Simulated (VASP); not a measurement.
Computed with SCAN meta-GGA, VASP's PBE PAW potentials (set 64) (plane waves; VASP).

VASP ran on this input.

KPOINTS:
```
Automatic
0
G
  5 5 4
```

INCAR:
```
# general
SYSTEM =SnO
PREC   =Accurate
ENCUT  =520   # plane-wave cut-off (eV)
LREAL  =F   # projection in real space or not
LASPH  =T

# electronic loop
EDIFF  =1E-6   # SCF stop (eV)
NELM   =100
ALGO   =Normal   # blocked Davidson
LMAXMIX=4
LMIXTAU=T

# smearing
ISMEAR =0   # Gaussian
SIGMA  =0.05

# functional
METAGGA=SCAN

# ions
IBRION =2
NSW    =60
ISIF   =3   # ions, shape and volume
EDIFFG =-0.02   # ionic stop

# output
LWAVE  =F
LCHARG =F
```

POSCAR:
```
SnO
1.0
  3.8030816883   0.0000000000   0.0000000000
  0.0000000000   3.8030816883   0.0000000000
  0.0000000000   0.0000000000   4.8378759832
Sn O
2 2
Cartesian
  1.9015408441   0.0000000000   3.6826587453
  0.0000000000   1.9015408441   1.1552172379
  1.9015408441   1.9015408441   4.8378759832
  0.0000000000   0.0000000000   4.8378759832
```

POTCAR, in this order: Sn_d O (PBE.64 set). Program: vasp_std.

Output of the run:

File OUTCAR:
```
 ion  position               nearest neighbor table
   1  0.500  0.000  0.761-   3 2.22   4 2.22   3 2.22   4 2.22   2 3.55   2 3.55   2 3.55   2 3.55
                             2 3.69   2 3.69   2 3.69   2 3.69
   2  0.000  0.500  0.239-   3 2.22   4 2.22   4 2.22   3 2.22   1 3.55   1 3.55   1 3.55   1 3.55
                             1 3.69   1 3.69   1 3.69   1 3.69
   3  0.500  0.500  0.000-   1 2.22   2 2.22   1 2.22   2 2.22
   4  0.000  0.000  0.000-   1 2.22   2 2.22   2 2.22   1 2.22
  LATTYP: Found a simple tetragonal cell.
 ALAT       =     3.8030816883
 C/A-ratio  =     1.2720936282
 Subroutine PRICEL returns:
 Original cell was already a primitive cell.
 Subroutine GETGRP returns: Found 16 space group operations
The static configuration has the point symmetry D_2d.
 The point group associated with its full space group is D_4h.
The dynamic configuration has the point symmetry D_2d.
 Subroutine INISYM returns: Found 16 space group operations
 Subroutine IBZKPT returns following result:
 Found     18 irreducible k-points:

 Following reciprocal coordinates:
            Coordinates               Weight
  0.000000  0.000000  0.000000      1.000000
  0.200000  0.000000  0.000000      4.000000
  0.400000  0.000000  0.000000      4.000000
  0.200000  0.200000  0.000000      4.000000
  0.400000  0.200000  0.000000      8.000000
  0.400000  0.400000  0.000000      4.000000
  0.000000  0.000000  0.250000      2.000000
  0.200000  0.000000  0.250000      8.000000
  0.400000  0.000000  0.250000      8.000000
  0.200000  0.200000  0.250000      8.000000
  0.400000  0.200000  0.250000     16.000000
  0.400000  0.400000  0.250000      8.000000
  0.000000  0.000000  0.500000      1.000000
  0.200000  0.000000  0.500000      4.000000
  0.400000  0.000000  0.500000      4.000000
  0.200000  0.200000  0.500000      4.000000
  0.400000  0.200000  0.500000      8.000000
  0.400000  0.400000  0.500000      4.000000
...
```

**OSZICAR**
```
       N       E                     dE             d eps       ncg     rms          rms(c)
DAV:   1     0.342140416836E+03    0.34214E+03   -0.21286E+04   880   0.259E+03
DAV:   2    -0.482499316525E+02   -0.39039E+03   -0.38273E+03   976   0.592E+02
DAV:   3    -0.993072102674E+02   -0.51057E+02   -0.50714E+02  1040   0.196E+02
DAV:   4    -0.101223094309E+03   -0.19159E+01   -0.19142E+01   984   0.420E+01
DAV:   5    -0.101280136141E+03   -0.57042E-01   -0.57035E-01  1136   0.738E+00    0.105E+01
DAV:   6    -0.904120910783E+02    0.10868E+02   -0.16564E+01  1328   0.580E+01    0.345E+00
DAV:   7    -0.891379475291E+02    0.12741E+01   -0.31109E+00   920   0.135E+01    0.289E+00
DAV:   8    -0.922022656625E+02   -0.30643E+01   -0.14297E+00   976   0.137E+01    0.116E+00
DAV:   9    -0.893012490631E+02    0.29010E+01   -0.10076E+00  1032   0.899E+00    0.665E-01
DAV:  10    -0.894153490088E+02   -0.11410E+00   -0.50197E-01   920   0.576E+00    0.497E-01
DAV:  11    -0.891244227541E+02    0.29093E+00   -0.19205E-01   928   0.425E+00    0.405E-01
DAV:  12    -0.894372166967E+02   -0.31279E+00   -0.13008E-01   864   0.331E+00    0.129E-01
DAV:  13    -0.895605079051E+02   -0.12329E+00   -0.49289E-02  1152   0.269E+00    0.970E-02
DAV:  14    -0.895610256714E+02   -0.51777E-03   -0.56862E-03  1256   0.734E-01    0.764E-02
DAV:  15    -0.895610740209E+02   -0.48350E-04   -0.14703E-04  1112   0.112E-01    0.727E-02
DAV:  16    -0.895612195347E+02   -0.14551E-03   -0.36834E-04   968   0.308E-01    0.449E-02
DAV:  17    -0.895612258925E+02   -0.63578E-05   -0.67501E-04  1104   0.370E-01    0.231E-02
DAV:  18    -0.895612561146E+02   -0.30222E-04   -0.16432E-04  1232   0.150E-01    0.191E-02
DAV:  19    -0.895612454821E+02    0.10633E-04   -0.64571E-05  1088   0.115E-01    0.131E-02
DAV:  20    -0.895612288949E+02    0.16587E-04   -0.12385E-04   976   0.126E-01    0.104E-02
DAV:  21    -0.895612078383E+02    0.21057E-04   -0.69114E-05   896   0.108E-01    0.641E-03
DAV:  22    -0.895612184123E+02   -0.10574E-04   -0.10034E-05  1000   0.395E-02    0.352E-03
DAV:  23    -0.895612179001E+02    0.51217E-06   -0.10058E-06   744   0.104E-02
   1 F= -.89561218E+02 E0= -.89561218E+02  d E =-.895612E+02
```

OUTCAR:
```
------------------------ aborting loop because EDIFF is reached ----------------------------------------
  FORCE on cell =-STRESS in cart. coord.  units (eV):
  Direction    XX          YY          ZZ          XY          YZ          ZX
  --------------------------------------------------------------------------------------
  Total        0.0287800      0.0287800      0.0514870      0.0000000     -0.0000000      0.0000000
  in kB        0.6589858      0.6589858      1.1789137      0.0000000     -0.0000000      0.0000000
  external PRESSURE =       0.8322951 kB  Pullay stress =       0.0000000 kB
  volume of cell :       69.97
      direct lattice vectors                 reciprocal lattice vectors
     3.803081688  0.000000000  0.000000000     0.262944654  0.000000000  0.000000000
     0.000000000  3.803081688  0.000000000     0.000000000  0.262944654  0.000000000
     0.000000000  0.000000000  4.837875983     0.000000000  0.000000000  0.206702281
 POSITION                                       TOTAL-FORCE (eV/Angst)
 -----------------------------------------------------------------------------------
      1.90154      0.00000      3.68266         0.000000      0.000000     -0.001400
      0.00000      1.90154      1.15522        -0.000000      0.000000      0.001400
      1.90154      1.90154      0.00000        -0.000000     -0.000000      0.000000
      0.00000      0.00000      0.00000        -0.000000      0.000000      0.000000
 -----------------------------------------------------------------------------------
    total drift:                                0.000000      0.000000     -0.000000
  FREE ENERGIE OF THE ION-ELECTRON SYSTEM (eV)
  ---------------------------------------------------
  free  energy   TOTEN  =       -89.5612179001 eV

  energy  without entropy=      -89.5612179001  energy(sigma->0) =      -89.56121790

 reached required accuracy - stopping structural energy minimisation
```
(Selected blocks of OUTCAR.)

The compound is SnO in the litharge structure. It was relaxed first. The start is the result of an earlier pass.
